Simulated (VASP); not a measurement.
Level of theory: r2SCAN meta-GGA, VASP's PBE PAW potentials (set 64) (plane waves; VASP).

VASP ran on this input.

File POSCAR:
```
AlN
1
    3.1132802064     0.0000000000    -0.0000000000
   -1.5566401032     2.6961797420     0.0000000000
   -0.0000000000     0.0000000000     4.9837141637
Al N
2 2
Direct
  0.3333330000   0.6666670000   0.0000243858
  0.6666670000   0.3333330000   0.5000243858
  0.3333330000   0.6666670000   0.3819756142
  0.6666670000   0.3333330000   0.8819756142
```

INCAR:
```
SYSTEM=AlN
PREC=Accurate; ENCUT=530; LREAL=.FALSE.
LASPH=.TRUE.
EDIFF=1E-6; NELM=100; ALGO=Normal
LMIXTAU=.TRUE.
ISMEAR=0; SIGMA=0.05
METAGGA=R2SCAN
IBRION=2; NSW=60; ISIF=3
EDIFFG=-0.02
LWAVE=.FALSE.; LCHARG=.FALSE.
```

File KPOINTS:
```
Automatic mesh
0
Gamma
7 7 4
0 0 0
```

POTCAR, in this order: Al N (PBE.64 set). Program: vasp_std.

Task: Predict the energy per atom (σ→0), volume per atom.

Result: 
- energy per atom (σ→0) = -9.614 eV/atom
- volume per atom = 10.39 Å³/atom

OSZICAR:
```
...
DAV:   4    -0.384565018521E+02   -0.17781E-03   -0.69622E-05   584   0.105E-01    0.152E-02
DAV:   5    -0.384562357492E+02    0.26610E-03   -0.66661E-05   576   0.121E-01    0.480E-03
DAV:   6    -0.384564779933E+02   -0.24224E-03   -0.28239E-05   576   0.845E-02    0.394E-03
DAV:   7    -0.384564278806E+02    0.50113E-04   -0.20873E-06   512   0.231E-02    0.158E-03
DAV:   8    -0.384564381541E+02   -0.10274E-04   -0.17066E-07   288   0.581E-03    0.545E-04
DAV:   9    -0.384564360429E+02    0.21112E-05   -0.29319E-08   288   0.178E-03    0.131E-04
DAV:  10    -0.384564362512E+02   -0.20821E-06   -0.61762E-09   288   0.847E-04
   3 F= -.38456436E+02 E0= -.38456436E+02  d E =-.129306E-02
```

The compound is AlN in the wurtzite structure. This run relaxes it. Symmetry was kept, so distortions that lower it aren't found. The start is the result of an earlier pass.
